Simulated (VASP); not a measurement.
VASP runs on FeGe (space group P2_13) share one base input (PBE GGA, plane waves, VASP's PBE PAW potentials (set 64)) and change the settings named in each case.

POSCAR:
```
FeGe
1
    4.6890000000     0.0000000000     0.0000000000
    0.0000000000     4.6890000000     0.0000000000
    0.0000000000     0.0000000000     4.6890000000
Ge Fe
4 4
Direct
  0.8420000000   0.8420000000   0.8420000000
  0.6580000000   0.1580000000   0.3420000000
  0.3420000000   0.6580000000   0.1580000000
  0.1580000000   0.3420000000   0.6580000000
  0.1350000000   0.1350000000   0.1350000000
  0.3650000000   0.8650000000   0.6350000000
  0.6350000000   0.3650000000   0.8650000000
  0.8650000000   0.6350000000   0.3650000000
```

### INCAR
```
! general
SYSTEM =FeGe
PREC   =Accurate
ENCUT  =300
LREAL  =.FALSE.
LASPH  =.TRUE.

! electronic loop
EDIFF  =1E-6
NELM   =100
ALGO   =Normal
LMAXMIX=4

! smearing
ISMEAR =-1
SIGMA  =0.1

! functional
GGA    =PE

! spin
ISPIN  =2
MAGMOM =0.0 0.0 0.0 0.0 4.0 4.0 4.0 4.0

! ions
ISIF   =2

! output
LWAVE  =.FALSE.
LCHARG =.FALSE.
LORBIT =11
```

### KPOINTS
```
Automatic
0
G
 3 3 3
```

POTCAR, in this order: Ge_d Fe (PBE.64 set). Program: vasp_std.

```tsv
change	E(σ→0) (eV/atom)	pressure (GPa)	largest force (eV/Å)	−TS (eV)
base run	-6.4846	-3.48	0.056	-0.2207
GGA = PS	-7.1202	-10.67	0.123	-0.2219
GGA_COMPAT = .FALSE., ISPIN removed, LNONCOLLINEAR = .TRUE., LSORBIT = .TRUE., MAGMOM = 0.0 0.0 0.0 0.0 0.0 0.0 0.0 0.0 0.0 0.0 0.0 0.0 0.0 0.0 4.0 0.0 0.0 4.0 0.0 0.0 4.0 0.0 0.0 4.0, program vasp_ncl	-6.4920	[?]	[?]	[?]
KPOINTS 2×2×2 Γ-centred mesh	-6.4887	-1.73	0.023	-0.2403
```

Problem. Complete the blanks.

Solution. 
- GGA_COMPAT = .FALSE., ISPIN removed, LNONCOLLINEAR = .TRUE., LSORBIT = .TRUE., MAGMOM = 0.0 0.0 0.0 0.0 0.0 0.0 0.0 0.0 0.0 0.0 0.0 0.0 0.0 0.0 4.0 0.0 0.0 4.0 0.0 0.0 4.0 0.0 0.0 4.0, program vasp_ncl, pressure (GPa): -3.46
- GGA_COMPAT = .FALSE., ISPIN removed, LNONCOLLINEAR = .TRUE., LSORBIT = .TRUE., MAGMOM = 0.0 0.0 0.0 0.0 0.0 0.0 0.0 0.0 0.0 0.0 0.0 0.0 0.0 0.0 4.0 0.0 0.0 4.0 0.0 0.0 4.0 0.0 0.0 4.0, program vasp_ncl, largest force (eV/Å): 0.053
- GGA_COMPAT = .FALSE., ISPIN removed, LNONCOLLINEAR = .TRUE., LSORBIT = .TRUE., MAGMOM = 0.0 0.0 0.0 0.0 0.0 0.0 0.0 0.0 0.0 0.0 0.0 0.0 0.0 0.0 4.0 0.0 0.0 4.0 0.0 0.0 4.0 0.0 0.0 4.0, program vasp_ncl, −TS (eV): -0.2209

Energies of different potentials or functionals have different zeros.  At 300 eV the pressure can carry a Pulay error.

Left out are runs that ran out of time, are held back, or changed the cell or the kind of run, fixed moments of cells without a moment, rows past the twelfth, gaps on odd meshes, pressures of charged cells and columns that move by less than the noise.

The structure comes from a measured FeGe entry of the Crystallography Open Database, whose conditions weren't checked. The cell was not relaxed at this level, forces remain on its atoms.
